# A fourth level near the valence top of six-layer ZnS

The first row looks wrong. It belongs to the zone centre, where an electron wave has the same phase in every unit cell, and it shows four filled levels close together. A simple tetrahedral crystal such as zinc blende has only three there, from the three p orbitals of sulfur. Here two levels lie at zero, a third at −0.023 eV and a fourth at −0.241 eV.

Three sizes are worth remembering for this crystal. The hexagonal axis shifts levels by a few hundredths of an eV. The long stacking repeat brings in further levels a few tenths of an eV below the top. The flat valence band from which they come is about 1 eV deep along the stacking direction, according to the estimate below.

VASP 6.6.1, plane-wave DFT with the PBE functional and the recommended PAW PBE potentials, for ZnS (space group P6_3mc, 12 atoms per cell) at the given geometry. The cutoff is 520 eV, the k mesh 8×8×2 and the Gaussian smearing 0.014 eV, without spin polarisation or spin-orbit coupling. Levels are counted from the valence top.

| point a (reciprocal cell vector) | point b (reciprocal cell vector) | point c (reciprocal cell vector) | level point (row) | level under 4 (eV) | level under 3 (eV) | level under 2 (eV) | level under 1 (eV) | level over 1 (eV) | level over 2 (eV) |
| --- | --- | --- | --- | --- | --- | --- | --- | --- | --- |
| 0.0000 | 0.0000 | 0.0000 | 1 | -0.241 | -0.023 | 0.000 | 0.000 | 2.168 | 3.216 |
| 0.1250 | 0.0000 | 0.0000 | 2 | -0.413 | -0.404 | -0.154 | -0.129 | 2.954 | 3.787 |
| 0.2500 | 0.0000 | 0.0000 | 3 | -0.786 | -0.779 | -0.506 | -0.448 | 3.605 | 3.948 |
| 0.2500 | 0.2500 | 0.0000 | 4 | -1.823 | -1.488 | -1.141 | -1.134 | 4.469 | 4.506 |
| 0.3750 | 0.2500 | 0.0000 | 5 | -1.661 | -1.597 | -1.505 | -1.338 | 4.236 | 4.438 |
| 0.3750 | 0.0000 | 0.5000 | 6 | -1.081 | -1.081 | -0.860 | -0.860 | 3.589 | 3.589 |
| 0.5000 | 0.0000 | 0.5000 | 7 | -1.218 | -1.218 | -0.988 | -0.988 | 3.369 | 3.369 |

The columns "point a", "point b" and "point c" locate each wave as fractions of the reciprocal cell vectors. "Level under 1" is the highest filled level, "level under 4" the fourth one down, and "level over 1" the lowest empty one. All energies count from the valence top. Points 1, 2 and 3 lie on one straight line within the plane of the layers, so their levels can be compared as a wave shortens; the later points lie in other directions.

## The tempting answer: the hexagonal axis

A hexagonal crystal has one special direction, the stacking axis. A p orbital that points along this axis has different surroundings from the two that lie across it. The three p levels therefore split into a pair and a single level, which is called crystal-field splitting. It is tempting to read the step down to −0.241 eV as this effect.

The level count speaks against that reading. The pair at zero and the single level at −0.023 eV already make up the expected pattern, and splitting three p levels can't produce a fourth. Symmetry supports this assignment, because the two orbitals across the axis must stay equal in energy at the zone centre while the third may stand alone. Reading the fourth level as the crystal-field partner would overstate the splitting about tenfold.

Spin-orbit coupling is the other familiar way to split a valence top, and in real ZnS it amounts to roughly 0.07 eV. This calculation leaves it out, so the fourth level exists without it. The omission does matter for the small step of 0.023 eV: a measured fine structure contains both effects and shouldn't be compared with that number alone.

## The answer that fits: a long repeat folds the band

The crystal repeats only after six ZnS layers, a distance of 18.69 Å. Its layers are nearly alike, however, and an electron wave responds mostly to the spacing of single layers. The label "zone centre" requires only that the wave match itself after six layers. It may still change phase from one layer to the next.

A chain of identical atoms with one orbital each shows what follows. Described with one atom per cell, it has a single level at the zone centre. Described with six atoms per cell, it has six, because waves that advance by 0°, ±60°, ±120° or 180° per atom all fit the longer cell. The chain itself hasn't changed; its band has been folded into a smaller zone.

The analogy has a limit. In the chain the longer cell is a mere choice of description, and waves running up and down have exactly equal energies. In this crystal the stacking really does differ from layer to layer, so the long repeat is physical and can mix and separate the two waves. Folding tells us roughly where the extra levels lie, but not how far such partners move apart.

The type of orbital explains why the first folded level lies so near the top. For a wave running along the axis, the two p orbitals across it overlap sideways. That overlap is weak, so their energy falls slowly as the wave shortens. The orbital along the axis overlaps head-on with its neighbours and falls much faster.

## How large: one estimate in full

The table gives the slow fall for waves within the layers, where the highest level is also expected to be of the sideways kind. The estimate assumes that the fall is equally slow along the axis. For long waves it grows as k², where k is the wave vector, that is 2π divided by the wavelength.

1. The in-plane cell edge is 3.812 Å, so point 2 has k = 0.125 × 4π/(√3 × 3.812 Å) = 0.238 Å⁻¹. Its highest level lies 0.129 eV below the valence top.
2. The first folded wave along the axis has k = 2π/18.69 Å = 0.336 Å⁻¹.
3. The expected depth is 0.129 eV × (0.336/0.238)² ≈ 0.26 eV.

The calculation gives 0.241 eV, so the estimate is about 7 % too deep relative to the computed level. The fourth level at the zone centre played no part in making it. Starting from point 3 instead gives 0.22 eV, a little too shallow. This agreement is closer than the assumption deserves, since valence bands of tetrahedral crystals do not fall equally fast in all directions.

A k² law must fail for short waves, because a real band flattens at its edge. The simplest band that does so has the depth (W/2)(1 − cos kd), where d is the layer spacing and W the full depth. Matching its long-wave form, Wk²d²/4, to point 2 gives W ≈ 0.94 eV. The first folded wave advances by 60° per layer, which puts it at W/4, or about 0.23 eV.

This formula also shows why the length of the repeat matters. With a repeat of only two layers, the first extra wave would advance by 180° per layer and lie at the full depth of 0.94 eV. That is about four times deeper than the level in the table. The size of the step therefore points to the six-layer repeat, and not just to folding of some kind.

The same rule gives a first guess for other stackings of the same layers. For a primitive cell that holds N layers, the first folded wave advances by 360°/N per layer. The count is that of the primitive cell: zinc blende repeats after three layers but holds only one, so nothing is folded, and rhombohedral stackings hold a third of their repeat. Four layers would put it at W/2, near 0.5 eV, and for long repeats the depth shrinks as 1/N². This is an expectation from the model, and a different compound needs its own W.

## Two further signs in the table

If the fourth level begins a folded band, that band should run roughly parallel to the top one when the wave also moves within the layers. At point 2 this predicts a level at −0.129 − 0.241 = −0.370 eV. The table has two levels close together there, at −0.404 and −0.413 eV. A pair is what waves running up and down the axis should produce, although folding doesn't say how close they lie and the energies alone don't prove this naming.

The parallel course holds only for long waves. At point 3 the lower two levels are still a close pair, but the shifted copy now lies 0.09 eV above the upper of them. Motion along the axis and motion within the layers don't simply add in a crystal whose bonds are tilted to both. Further out, at point 4, the two lower levels are far apart and the simple picture can't be used to name them.

The second sign is on the top face of the zone, where "point c" is 0.5000. At points 6 and 7 every listed level has an exact partner, while points 2 to 5 have no exact pairs. These are not the two spin states, because each level in this calculation already holds both spins. Spin pairing would also affect all points alike.

The cause is the screw axis, a half-turn combined with a shift by half a cell. Together with time reversal it leaves every point of the top face in place. Applied twice, it moves the wave by one full cell, which on this face reverses its sign. A state and its image must then be two different states of equal energy. In the language of folding, the band meets its folded continuation there without a gap. Ordinary two-layer wurtzite has the same symmetry, so the pairs confirm the screw axis but don't count the layers.

## Where the estimate stops working

The empty levels show the limit of the method. At the zone centre the second empty level lies 1.05 eV above the first. The same k² scaling gives 1.6 eV from point 2 and 0.7 eV from point 3. The lowest empty band is steep and soon leaves the k² law, so either estimate alone is good only to within a factor of about 1.5.

The folded k lies between those of points 2 and 3, where the lowest empty level has risen by 0.786 and 1.437 eV, and a straight line between them gives 1.055 eV. That is close, but it assumes that both points lie on one band and that the band rises equally in both directions, so it doesn't identify the level. It may be the first folded wave of the lowest empty band, or the wave that changes sign from layer to layer, which often has a low energy in tetrahedral semiconductors. The interpolation favours the first, but these energies can't exclude the second, which is expected to lie nearby. The filled levels allow a firmer reading because their band is flat and the folded wave is still long.

## What to do about it

Before naming a level in a long-period crystal, work out which waves its repeat folds onto the zone centre. Read the fall of the band at a similar k within the layers and scale it. If the result matches the puzzling level to within some tens of per cent, folding is the first explanation to test. A crystal-field value should come from the pair and the nearby single level, here 0.023 eV, and not from the widest step in sight.

The cheapest test is to list one more level. A folded level made of the two orbitals across the axis must have an exact partner at the zone centre, so the fifth level down should also lie at −0.241 eV. The direct test is to project the state onto waves of a single-layer crystal, a procedure known as band unfolding. A folded level will show a phase advance of about 60° per layer, whereas a crystal-field partner will show almost none. The projection onto p orbitals should also find the fourth level across the axis and the third along it. These results would settle what the listed energies alone can only make likely.

The gap of 2.168 eV should not be read as the gap of real ZnS. This level of theory puts it far below the measured one, which is roughly 3.8 eV, and the slightly compressed cell probably makes it a little wider than it would be at rest.
